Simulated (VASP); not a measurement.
Crystal: BeZn2Se3.

```xyz
6
Lattice="4.5826 0.0000 0.0000 -2.2913 3.9687 0.0000 0.0000 0.0000 6.7054" Properties=species:S:1:pos:R:3 pbc="T T T"
Be    0.0000    0.0000    0.0000
Zn    0.0000    2.6458    0.0000
Zn    2.2913    1.3229    0.0000
Se    1.6425    0.0000    3.3527
Se   -0.8212    1.4224    3.3527
Se    1.4701    2.5462    3.3527
```

The cell was built by a generator and needn't be a form met in nature.

| Item | Value |
| --- | --- |
| Program | VASP 6.6.1 |
| Task | relaxation of cell and atoms |
| Functional | PBE |
| Potentials or basis | VASP PAW PBE potentials, release 64 (Be, Zn, Se) |
| Cutoff | 520 eV |
| k mesh | 4 × 4 × 2 |
| Occupations | gaussian, width 0.15 eV |
| Spin | no spin polarisation |

At the start: pressure 5.0 GPa; volume 20.32 Å³/atom.

Task: How do energy, volume and symmetry change on relaxing?

Result: Over 6 steps the energy falls by 76.8 meV/atom and the volume is 20.54 Å³/atom (+1.0 %); space group P-62m (No. 189, to 0.05 Å).

The path:
| step | energy change (eV) | largest force (eV/Å) | pressure (GPa) | volume (Å³) |
| --- | --- | --- | --- | --- |
| 1 | 0.0000 | 1.4016 | 5.05 | 121.95 |
| 2 | -0.3453 | 0.3077 | -3.09 | 133.43 |
| 3 | -0.3735 | 0.4754 | -1.01 | 130.83 |
| 4 | -0.3731 | 0.4526 | -1.92 | 131.07 |
| 5 | -0.4320 | 0.2617 | -1.24 | 127.99 |
| 6 | -0.4609 | 0.0487 | -0.10 | 123.22 |

Final structure:
```
CELL_PARAMETERS angstrom
4.71522 0.00000 0.00000
-2.35761 4.08350 0.00000
0.00000 0.00000 6.39927
ATOMIC_POSITIONS crystal
Be 0.00000 0.00000 0.00000
Zn 0.33333 0.66667 0.00000
Zn 0.66667 0.33333 0.00000
Se 0.33023 0.00000 0.50000
Se 0.00000 0.33023 0.50000
Se 0.66977 0.66977 0.50000
```

Caveat: the k mesh is coarse (spacing up to 0.47 Å⁻¹), so the values aren't converged.
